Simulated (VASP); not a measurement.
Level of theory: PBEsol GGA, VASP's PBE PAW potentials (set 64) (plane waves; VASP).

The input files of a VASP run:

### INCAR
```
! general
SYSTEM   =  CuI(110) slab
PREC     =  Normal
ENCUT    =  400
LREAL    =  .FALSE.
LASPH    =  .TRUE.

! electronic loop
EDIFF    =  1E-6
NELM     =  100
NELMIN   =  4
ALGO     =  Normal
LMAXMIX  =  4

! smearing
ISMEAR   =  0
SIGMA    =  0.05

! functional
GGA      =  PS

! output
LWAVE    =  .FALSE.
LCHARG   =  .FALSE.
LORBIT   =  11
LVHAR    =  .TRUE.

! other
LDIPOL   =  .TRUE.
IDIPOL   =  3
DIPOL    =  0.5 0.5 0.5
```

**POSCAR**
```
CuI(110) slab
1
    5.9451306102     0.0000000000     0.0000000000
    0.0000000000     4.2038421438     0.0000000000
    0.0000000000     0.0000000000    27.3515196798
Cu I
6 6
Direct
  0.9383398038   0.0000000000   0.6715865442
  0.5293826687   0.5000000000   0.6204620483
  0.0086731287   0.0000000000   0.5408390662
  0.5086731287   0.5000000000   0.4591609338
  0.0293826687   0.0000000000   0.3795379517
  0.4383398038   0.5000000000   0.3284134558
  0.2673717358   0.0000000000   0.6154352494
  0.7485920151   0.5000000000   0.7009264841
  0.2576406480   0.0000000000   0.4608483220
  0.7576406480   0.5000000000   0.5391516780
  0.2485920151   0.0000000000   0.2990735159
  0.7673717358   0.5000000000   0.3845647506
```

File KPOINTS:
```
Automatic mesh
0
Gamma
4 5 1
0 0 0
```

POTCAR, in this order: Cu I (PBE.64 set). Program: vasp_std. Read from the step before: WAVECAR.

Output of the run:

**OSZICAR**
```
       N       E                     dE             d eps       ncg     rms          rms(c)
DAV:   1    -0.373725432255E+02   -0.37373E+02   -0.93992E-05  1736   0.219E-01    0.192E-02
DAV:   2    -0.373725361994E+02    0.70261E-05   -0.84592E-05  1600   0.310E-01    0.839E-03
DAV:   3    -0.373725347289E+02    0.14705E-05   -0.13958E-05  1432   0.118E-01    0.263E-03
DAV:   4    -0.373725345075E+02    0.22142E-06   -0.16815E-06   776   0.168E-02
   1 F= -.37372535E+02 E0= -.37372535E+02  d E =-.190424E-10
```

File OUTCAR:
```
------------------------ aborting loop because EDIFF is reached ----------------------------------------
  FORCE on cell =-STRESS in cart. coord.  units (eV):
  Direction    XX          YY          ZZ          XY          YZ          ZX
  --------------------------------------------------------------------------------------
  Total       -1.8620427     -1.7874427     -2.1437688      0.0000000      0.0000000      0.0000000
  in kB       -4.3642634     -4.1894156     -5.0245743      0.0000000      0.0000000      0.0000000
  external PRESSURE =      -4.5260845 kB  Pullay stress =       0.0000000 kB
  volume of cell :      683.58
      direct lattice vectors                 reciprocal lattice vectors
     5.945130610  0.000000000  0.000000000     0.168204883  0.000000000  0.000000000
     0.000000000  4.203842144  0.000000000     0.000000000  0.237877629  0.000000000
     0.000000000  0.000000000 27.351519680     0.000000000  0.000000000  0.036561040
 POSITION                                       TOTAL-FORCE (eV/Angst)
 -----------------------------------------------------------------------------------
      5.57855      0.00000     18.36891        -0.171343      0.000000     -0.021718
      3.14725      2.10192     16.97058         0.007170      0.000000     -0.038385
      0.05156      0.00000     14.79277         0.013314      0.000000     -0.134800
      3.02413      2.10192     12.55875         0.013314      0.000000      0.134800
      0.17468      0.00000     10.38094         0.007170      0.000000      0.038385
      2.60599      2.10192      8.98261        -0.171343      0.000000      0.021718
      1.58956      0.00000     16.83309         0.124684      0.000000      0.031380
      4.45048      2.10192     19.17140         0.079268      0.000000     -0.100786
      1.53171      0.00000     12.60490        -0.053094      0.000000      0.007336
      4.50427      2.10192     14.74662        -0.053094      0.000000     -0.007336
      1.47791      0.00000      8.18012         0.079268      0.000000      0.100786
      4.56213      2.10192     10.51843         0.124684      0.000000     -0.031380
 -----------------------------------------------------------------------------------
    total drift:                               -0.002123      0.000000     -0.000022
  FREE ENERGIE OF THE ION-ELECTRON SYSTEM (eV)
  ---------------------------------------------------
  free  energy   TOTEN  =       -37.3725345075 eV

  energy  without entropy=      -37.3725345074  energy(sigma->0) =      -37.37253451

 total charge

# of ion       s       p       d       tot
------------------------------------------
    1        0.368   0.271   9.324   9.963
    2        0.340   0.283   9.321   9.944
    3        0.346   0.292   9.320   9.958
    4        0.346   0.292   9.320   9.958
    5        0.340   0.283   9.321   9.944
    6        0.368   0.271   9.324   9.963
    7        1.489   2.758   0.064   4.311
    8        1.494   2.767   0.048   4.309
    9        1.491   2.752   0.058   4.301
   10        1.491   2.752   0.058   4.301
   11        1.494   2.767   0.048   4.309
   12        1.489   2.758   0.064   4.311
--------------------------------------------------
tot         11.056  18.243  56.271  85.570
```
(Selected blocks of OUTCAR.)

OUTCAR:
```
 val. band max:       -0.2268749492   @ k =   0.0000   0.0000   0.0000

 cond. band min:       1.2731288647   @ k =   0.0000   0.0000   0.0000


 Fermi energy:        -0.0140339039

 k-point     1 :       0.0000    0.0000    0.0000
  band No.  band energies     occupation
      1     -14.4178      2.00000
      2     -14.2218      2.00000
      3     -13.8965      2.00000
      4     -13.6799      2.00000
      5     -13.5907      2.00000
      6     -13.5876      2.00000
      7      -6.0002      2.00000
      8      -5.7249      2.00000
      9      -5.2353      2.00000
     10      -5.1511      2.00000
     11      -4.7438      2.00000
     12      -4.6334      2.00000
     13      -4.5075      2.00000
     14      -4.1763      2.00000
     15      -4.1695      2.00000
     16      -4.1567      2.00000
     17      -4.1546      2.00000
     18      -4.0952      2.00000
     19      -4.0552      2.00000
     20      -4.0389      2.00000
     21      -4.0245      2.00000
     22      -4.0111      2.00000
     23      -3.8981      2.00000
     24      -3.8848      2.00000
     25      -2.4072      2.00000
     26      -2.4062      2.00000
     27      -2.3547      2.00000
     28      -2.3329      2.00000
     29      -2.2841      2.00000
     30      -2.2726      2.00000
     31      -2.2621      2.00000
     32      -2.2579      2.00000
     33      -2.2204      2.00000
     34      -2.1988      2.00000
     35      -2.1795      2.00000
     36      -2.1530      2.00000
     37      -2.1306      2.00000
     38      -2.1091      2.00000
     39      -1.9749      2.00000
     40      -1.9375      2.00000
     41      -1.8629      2.00000
     42      -1.8227      2.00000
     43      -1.7973      2.00000
     44      -1.7808      2.00000
     45      -1.7709      2.00000
     46      -1.6455      2.00000
     47      -1.2426      2.00000
     48      -1.1857      2.00000
     49      -1.1293      2.00000
     50      -0.7000      2.00000
     51      -0.6297      2.00000
...
```

The run did not end as a converged relaxation.  Unless said otherwise, spin-orbit coupling is left out, though it shifts the bands of the heavy elements here.

The cell is a thin slab with vacuum, built from CuI (zinc blende): (110) face.
